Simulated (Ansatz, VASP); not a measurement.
# LaS in VASP and in Ansatz

File INCAR:

```
PREC     = Accurate       # precision mode
ENCUT    = 520            # plane-wave cutoff, eV
EDIFF    = 1E-6           # SCF threshold, eV
ISMEAR   = 1              # smearing method
SIGMA    = 0.15           # smearing width, eV
LREAL    = F              # projectors in reciprocal space
LASPH    = T              # aspherical terms in the spheres
NELM     = 80             # most SCF steps
ALGO     = Normal         # electronic algorithm
ISIF     = 2              # what is computed and relaxed
LWAVE    = F              # write WAVECAR
LCHARG   = F              # write CHGCAR
GGA      = CA             # functional
NBANDS   = 16             # bands
```

KPOINTS

```
Automatic mesh
0
Gamma
  8 8 8
```

POSCAR

```
LaS
1.0
    0.0000000000      2.9463846709      2.9463846709
    2.9463846709      0.0000000000      2.9463846709
    2.9463846709      2.9463846709      0.0000000000
La S
1 1
Direct
    0.0000000000      0.0000000000      0.0000000000
    0.5000000000      0.5000000000      0.5000000000
```

Input for Ansatz:

```yaml
crystal:
  lattice:
    - [0.0, 2.946384670882451, 2.946384670882451]
    - [2.946384670882451, 0.0, 2.946384670882451]
    - [2.946384670882451, 2.946384670882451, 0.0]
  atoms:
    - { symbol: La, position: [0.0, 0.0, 0.0] }
    - { symbol: S, position: [0.5, 0.5, 0.5] }
basis:
  ecutwfc: 500.0
kpoints:
  mp_grid:
    grid: [8, 8, 8]
hamiltonian:
  xc: lda
scf:
  convergence:
    dr2_threshold: 1.0e-07
  occupations:
    method: cold
    width: 0.15
output:
  stress: true
```

Alike in both runs: task single point; functional LDA; k mesh 8 × 8 × 8; no spin polarisation.

```csv
,VASP,Ansatz
version,VASP 6.6.1,Ansatz 0.2.0
potentials or method,"VASP PAW LDA potentials, release 64 (La, S)","plane waves, PAW"
plane-wave cutoff (eV),520,500
occupations,"methfessel-paxton of order 1, width 0.15 eV","cold, width 0.15 eV"
valence electrons in the cell,17,17
```

|  | VASP | Ansatz | Ansatz less VASP |
| --- | --- | --- | --- |
| pressure (GPa) | -5.3 | -5.3 | +0.03 |

Ansatz warned: «stress_scf_threshold_loose».

Spin-orbit coupling is left out, which matters for the levels of La.
